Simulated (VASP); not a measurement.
```
Na2S
1.0
    0.00000     3.28201     3.28201
    3.28201     0.00000     3.28201
    3.28201     3.28201     0.00000
Na S
2 1
Direct
  0.25000   0.25000   0.25000
  0.75000   0.75000   0.75000
  0.00000   0.00000   0.00000
```

These are PBE GGA, VASP's PBE PAW potentials (set 64) (plane waves; VASP) values and carry that method's errors. Settings: 520 eV cut-off, 5×5×5 Γ-centred mesh, Gaussian smearing of 0.050 eV, potentials Na_pv S.

**Question.** What does the run give for the energy per atom (σ→0), band gap (on the k-mesh) with the smallest direct gap where there is one?

**Answer.** 
The band gap (on the k-mesh) is 2.45 eV and the smallest direct gap (on the k-mesh) is 2.45 eV. The energy per atom (σ→0) comes out as -3.325 eV/atom.

Only differences to runs with the same potentials and settings are physical.

The compound is Na2S in the antifluorite structure. It was relaxed first.
